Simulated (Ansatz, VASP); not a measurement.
# Cross-check of Co between VASP and Ansatz, part 2 of 2

Aim: how closely do two programs agree when they are given the same cell, functional and k mesh?

VASP 6.6.1 and Ansatz 0.2.0.

So far: Set-up; Ansatz: relaxation of cell and atoms, PBEsol.

## 3. VASP: relaxation of cell and atoms, PBEsol

Level of this step: PBEsol, spin-polarised from a ferromagnetic start; plane waves and PAW (Co) (VASP).

The same cell, functional, mesh and smearing now go to VASP, with its own data sets and cutoff.

Lines of VASP's logs that name or quote its potential files are left out, and so is its time.

INCAR reads:

```
SYSTEM = Co
PREC = Accurate
ENCUT = 450
EDIFF = 1E-07
NELM = 120
ISMEAR = 1
SIGMA = 0.15
LREAL = .FALSE.
ALGO = Normal
GGA = PS
NBANDS = 18
ISPIN = 2
MAGMOM = 1.5 1.5
LASPH = .TRUE.
LMAXMIX = 4
LORBIT = 11
LWAVE = .FALSE.
LCHARG = .FALSE.
KPAR = 8
IBRION = 2
NSW = 40
ISIF = 3
EDIFFG = -0.005
POTIM = 0.4
```

POSCAR reads:

```
Co
1.0
    2.4545823640      0.0000000000      0.0000000000
   -1.2272911820      2.1257306829      0.0000000000
    0.0000000000      0.0000000000      3.9623436502
Co
2
Direct
    0.0000000000      0.0000000000      0.0000000000
    0.3333333333      0.6666666667      0.5000000000
```

KPOINTS reads:

```
Automatic mesh
0
Gamma
20 20 11
0 0 0
```

The projector-augmented-wave data sets are Co (PBE family, release 64).

Command:

```
> mpirun -np 8 vasp_std
```

Numbers of over 12 decimals in the logs are rounded to 6 here.

What it wrote:

```text
[banner, memory and clock lines left out]
running    8 mpi-ranks, on    1 nodes
 distrk:  each k-point on    1 cores,    8 groups
 distr:  one band on    1 cores,    1 groups

 POSCAR found type information on POSCAR Co
 POSCAR found :  1 types and       2 ions
|                                                                             |
|           W    W    AA    RRRRR   N    N  II  N    N   GGGG   !!!           |
|           W    W   A  A   R    R  NN   N  II  NN   N  G    G  !!!           |
|           W    W  A    A  R    R  N N  N  II  N N  N  G       !!!           |
|           W WW W  AAAAAA  RRRRR   N  N N  II  N  N N  G  GGG   !            |
|           WW  WW  A    A  R   R   N   NN  II  N   NN  G    G                |
|           W    W  A    A  R    R  N    N  II  N    N   GGGG   !!!           |
|                                                                             |
|     For optimal performance we recommend to set                             |
|       NCORE = 2 up to number-of-cores-per-socket                            |
|     NCORE specifies how many cores store one orbital (NPAR=cpu/NCORE).      |
|     This setting can greatly improve the performance of VASP for DFT.       |
|     The default, NCORE=1 might be grossly inefficient on modern             |
|     multi-core architectures or massively parallel machines. Do your        |
|     Unfortunately you need to use the default for GW and RPA                |
|     calculations (for HF NCORE is supported but not extensively tested      |
|     yet).                                                                   |
|                                                                             |

|                                                                             |
|               ----> ADVICE to this user running VASP <----                  |
|                                                                             |
|     You enforced a specific xc type in the INCAR file but a different       |
|     [... a line on the potential file left out ...]
|     I HOPE YOU KNOW WHAT YOU ARE DOING!                                     |
|                                                                             |

 LDA part: xc-table for (Slater+PW92), standard interpolation
 POSCAR, INCAR and KPOINTS ok, starting setup
 FFT: planning ... GRIDC
 FFT: planning ... GRID_SOFT
 FFT: planning ... GRID
 WAVECAR not read
 entering main loop
       N       E                     dE             d eps       ncg     rms          rms(c)
DAV:   1     0.759819582239E+02    0.75982E+02   -0.68869E+03 20128   0.116E+03
DAV:   2    -0.147426922738E+02   -0.90725E+02   -0.82258E+02 19126   0.219E+02
DAV:   3    -0.179806856415E+02   -0.32380E+01   -0.31394E+01 21110   0.534E+01
DAV:   4    -0.180361491367E+02   -0.55463E-01   -0.55414E-01 24880   0.580E+00
DAV:   5    -0.180372549374E+02   -0.11058E-02   -0.11057E-02 21656   0.712E-01    0.164E+01
DAV:   6    -0.158896732872E+02    0.21476E+01   -0.99416E+00 20188   0.668E+01    0.764E+00
DAV:   7    -0.155100810110E+02    0.37959E+00   -0.14978E+00 22160   0.237E+01    0.396E+00
DAV:   8    -0.154917432263E+02    0.18338E-01   -0.19186E-02 25614   0.139E+00    0.200E+00
DAV:   9    -0.154743910814E+02    0.17352E-01   -0.26300E-03 30410   0.876E-01    0.761E-01
DAV:  10    -0.154750606299E+02   -0.66955E-03   -0.10997E-03 26494   0.531E-01    0.210E-01
DAV:  11    -0.154747716168E+02    0.28901E-03   -0.69606E-05 29186   0.145E-01    0.409E-02
DAV:  12    -0.154747646568E+02    0.69600E-05   -0.88914E-06 22752   0.291E-02    0.176E-02
DAV:  13    -0.154747630299E+02    0.16269E-05   -0.22303E-06 29092   0.201E-02    0.124E-02
DAV:  14    -0.154747634218E+02   -0.39188E-06   -0.43515E-07 25154   0.897E-03    0.260E-03
DAV:  15    -0.154747631725E+02    0.24925E-06   -0.35339E-08 10292   0.324E-03    0.191E-03
DAV:  16    -0.154747632496E+02   -0.77059E-07   -0.96087E-09 10060   0.156E-03
   1 F= -.15474763E+02 E0= -.15475088E+02  d E =-.154748E+02  mag=     3.1532
 curvature:   0.00 expect dE= 0.000E+00 dE for cont linesearch  0.000E+00
 trial: gam= 0.00000 g(F)=  0.410E-48 g(S)=  0.154E-04 ort = 0.000E+00 (trialstep = 0.100E+01)
 search vector abs. value=  0.154E-04
 bond charge predicted
       N       E                     dE             d eps       ncg     rms          rms(c)
DAV:   1    -0.154749430260E+02   -0.17985E-03   -0.16262E-03 20210   0.713E-01    0.108E-01
DAV:   2    -0.154748007914E+02    0.14223E-03   -0.52792E-04 20620   0.487E-01    0.672E-02
DAV:   3    -0.154747707334E+02    0.30058E-04   -0.60141E-05 20412   0.158E-01    0.299E-02
DAV:   4    -0.154747682232E+02    0.25102E-05   -0.11648E-06 22842   0.121E-02    0.106E-02
DAV:   5    -0.154747662704E+02    0.19528E-05   -0.50697E-07 28552   0.885E-03    0.158E-03
DAV:   6    -0.154747661900E+02    0.80393E-07   -0.55120E-08 10440   0.283E-03
   2 F= -.15474766E+02 E0= -.15475090E+02  d E =-.294041E-05  mag=     3.1521
 trial-energy change:   -0.000003  1 .order   -0.000001   -0.000015    0.000012
 step:   0.6272(harm=  0.5521)  dis= 0.00000  next Energy=   -15.474768 (dE=-0.519E-05)
 bond charge predicted
       N       E                     dE             d eps       ncg     rms          rms(c)
DAV:   1    -0.154747937696E+02   -0.27499E-04   -0.22474E-04 20180   0.265E-01    0.405E-02
DAV:   2    -0.154747733065E+02    0.20463E-04   -0.73665E-05 20606   0.182E-01    0.251E-02
DAV:   3    -0.154747692368E+02    0.40697E-05   -0.83981E-06 20380   0.592E-02    0.112E-02
DAV:   4    -0.154747687396E+02    0.49720E-06   -0.15130E-07 17934   0.449E-03    0.402E-03
DAV:   5    -0.154747682318E+02    0.50782E-06   -0.51538E-08 10174   0.356E-03    0.602E-04
DAV:   6    -0.154747682677E+02   -0.35896E-07   -0.33077E-08  9770   0.212E-03
   3 F= -.15474768E+02 E0= -.15475092E+02  d E =-.501807E-05  mag=     3.1525
 curvature:  -0.27 expect dE=-0.298E-06 dE for cont linesearch -0.160E-06
 trial: gam= 0.00000 g(F)=  0.299E-48 g(S)=  0.111E-05 ort =-0.302E-05 (trialstep = 0.925E+00)
 search vector abs. value=  0.111E-05
 reached required accuracy - stopping structural energy minimisation
```

Parts of OUTCAR (step 3):

```text
ion  position               nearest neighbor table
   1  0.000  0.000  0.000-   2 2.44   2 2.44   2 2.44   2 2.44   2 2.44   2 2.44
   2  0.333  0.667  0.500-   1 2.44   1 2.44   1 2.44   1 2.44   1 2.44   1 2.44

  LATTYP: Found a hexagonal cell.
 ALAT       =     2.4545823640
 C/A-ratio  =     1.6142638798

 Subroutine GETGRP returns: Found 24 space group operations
 (whereof 12 operations were pure point group operations)

The static configuration has the point symmetry D_3h.
 The point group associated with its full space group is D_6h.

 Found    264 irreducible k-points:

   k-points           NKPTS =    264   k-points in BZ     NKDIM =    264   number of bands    NBANDS=     18

   dimension x,y,z NGX =    18 NGY =   18 NGZ =   28
   dimension x,y,z NGXF=    36 NGYF=   36 NGZF=   56

   ENCUT  =  450.0 eV  33.07 Ry    5.75 a.u.   4.25  4.25  6.85*2*pi/ulx,y,z

   NELECT =      18.0000    total number of electrons

 k-points in reciprocal lattice and weights: Automatic mesh
   0.00000000  0.00000000  0.00000000       0.000
   0.05000000  0.00000000  0.00000000       0.001
   0.10000000  0.00000000  0.00000000       0.001
   0.15000000  0.00000000  0.00000000       0.001
   0.20000000  0.00000000  0.00000000       0.001
   0.25000000 -0.00000000  0.00000000       0.001
   0.30000000  0.00000000  0.00000000       0.001
   0.35000000  0.00000000  0.00000000       0.001
   0.40000000  0.00000000  0.00000000       0.001
[...]
0.30000000  0.30000000  0.45454545       0.003
   0.35000000  0.30000000  0.45454545       0.003

 average (electrostatic) potential at core
       1 -77.4989       2 -77.4989

 E-fermi :  10.7634

 spin component 1
 k-point     1 :       0.0000    0.0000    0.0000
  band No.  band energies     occupation
    ...
      8       8.8539      1.00000
      9       8.8539      1.00000
     10      10.0556      1.00000
     11      10.0556      1.00000
     12      10.6377      0.99917
     13      17.5885      0.00000
     14      33.0874      0.00000
     15      36.1153      0.00000
     16      36.1153      0.00000
     17      36.3497      0.00000
    ...

 k-point     2 :       0.0500    0.0000    0.0000
  band No.  band energies     occupation
    ...
      7       8.5218      1.00000
      8       8.8060      1.00000
      9       8.8250      1.00000
     10       9.5501      1.00000
     11      10.0684      1.00000
     12      11.2502     -0.00002
     13      17.6017      0.00000
     14      32.5195      0.00000
     15      34.4925      0.00000
     16      34.9471      0.00000
    ...

 k-point     3 :       0.1000    0.0000    0.0000
  band No.  band energies     occupation
    ...
      7       8.5696      1.00000
      8       8.6371      1.00000
      9       8.7450      1.00000
     10       9.0548      1.00000
     11      10.1017      1.00000
     12      12.1613     -0.00000
     13      17.6441      0.00000
     14      30.6739      0.00000
     15      33.3922      0.00000
     16      33.5460      0.00000
    ...

 k-point     4 :       0.1500    0.0000    0.0000
  band No.  band energies     occupation
    ...
      7       8.5967      1.00000
      8       8.6293      1.00000
      9       8.8200      1.00000
     10       8.8498      1.00000
     11      10.1451      1.00000
     12      13.1635     -0.00000
     13      17.7239      0.00000
     14      28.3644      0.00000
     15      31.9042      0.00000
     16      32.9874      0.00000
    ...

 k-point     5 :       0.2000    0.0000    0.0000
  band No.  band energies     occupation
    ...
      7       8.7164      1.00000
      8       8.7944      1.00000
      9       8.8253      1.00000
     10       9.0572      1.00000
     11      10.1888      1.00000
     12      14.2390      0.00000
     13      17.8502      0.00000
     14      26.0404      0.00000
     15      30.5243      0.00000
     16      32.4162      0.00000
    ...

 k-point     6 :       0.2500   -0.0000    0.0000
  band No.  band energies     occupation
    ...
      7       8.5911      1.00000
      8       9.1087      1.00000
      9       9.1261      1.00000
     10       9.3302      1.00000
     11      10.2271      1.00000
     12      15.3795      0.00000
     13      18.0186      0.00000
     14      23.8285      0.00000
     15      29.2761      0.00000
     16      31.3410      0.00000
    ...

  Total        0.0053127      0.0053127      0.0010100      0.0000000     -0.0000000      0.0000000
  in kB        0.4119420      0.4119420      0.0783152      0.0000000     -0.0000000      0.0000000
  external PRESSURE =       0.3007331 kB  Pullay stress =       0.0000000 kB

  energy-cutoff  :      450.00
  volume of cell :       20.66
      direct lattice vectors                 reciprocal lattice vectors
     2.454205750 -0.000000000  0.000000000     0.407463800  0.235249334  0.000000000
    -1.227102875  2.125404526  0.000000000     0.000000000  0.470498669  0.000000000
     0.000000000 -0.000000000  3.961298465     0.000000000  0.000000000  0.252442478

 POSITION                                       TOTAL-FORCE (eV/Angst)
 -----------------------------------------------------------------------------------
     -0.00000      0.00000      0.00000        -0.000000      0.000000      0.000000
     -0.00000      1.41694      1.98065         0.000000     -0.000000      0.000000
 -----------------------------------------------------------------------------------
    total drift:                               -0.000000      0.000000     -0.000000

  FREE ENERGIE OF THE ION-ELECTRON SYSTEM (eV)
  ---------------------------------------------------
  free  energy   TOTEN  =       -15.4747682677 eV

  energy  without entropy=      -15.4757408904  energy(sigma->0) =      -15.47509248

 reached required accuracy - stopping structural energy minimisation

 total charge
# of ion       s       p       d       tot
------------------------------------------
    1        0.510   0.569   7.292   8.371
    2        0.510   0.569   7.292   8.371
--------------------------------------------------
tot          1.021   1.138  14.584  16.742

 magnetization (x)
# of ion       s       p       d       tot
------------------------------------------
    1       -0.015  -0.052   1.649   1.582
    2       -0.015  -0.052   1.649   1.582
--------------------------------------------------
tot         -0.030  -0.104   3.299   3.165

[... 6 further parts left out ...]
```

## 4. Side by side

Known differences besides the potentials themselves: both relaxations stop at a tolerance, which leaves soft axes loose, and VASP keeps its plane-wave basis; the data sets hold 34 valence electrons in Ansatz (default PAW (the set named soft_2) files) and 18 in VASP; the cutoff is 420 eV in Ansatz and 450 eV in VASP; Ansatz makes its cores anew for this functional, VASP keeps those of its PBE data sets; Ansatz adds a Pulay correction to the stress that steers its cell, VASP none; site moments are counted in spheres of each program's own size. Total energies have different zeros and are not compared.

Both answers:

```tsv
quantity	Ansatz	VASP	difference
volume (Å³)	20.75	20.66	+0.42 %
edge a after relaxation, in the typed setting (Å)	2.458	2.454	+0.13 %
edge c after relaxation, in the typed setting (Å)	3.967	3.961	+0.16 %
total moment (μB)	3.16	3.15	+0.01
moment on Co1 (μB)	1.65	1.58	+0.06
moment on Co2 (μB)	1.65	1.58	+0.06
```

The walks stopped with 0.01 GPa left in Ansatz and 0.03 GPa in VASP; each walk ends within a tolerance, so the volume difference is uncertain by about these residues over the bulk modulus, most in soft cells.

## 5. Outcome

| Item | Value |
| --- | --- |
| difference in volume (relaxation of cell and atoms, PBEsol) | 0.42 % |

What this shows: The difference in volume is 0.42 % (relaxation of cell and atoms, PBEsol), within the 1.2 % picked in this series as the mark of a large difference, as far as the stopping tolerances let one tell. Such differences can come from data sets, numerical settings and the points named under the comparisons, not from the functional's error against experiment.

[Lines on the potential files, build, host, timing and source positions are cut from VASP's logs without a mark.]

[Logs are printed without paths, hosts, clocks, repeated set-up lines and the standing remarks that a program may print on its own settings, such as how far it seeks lower states.]

[Hosts, paths, dates, database ids (printed as entryN), source tags and the programs' standing remarks are cut or masked in the printed files.]
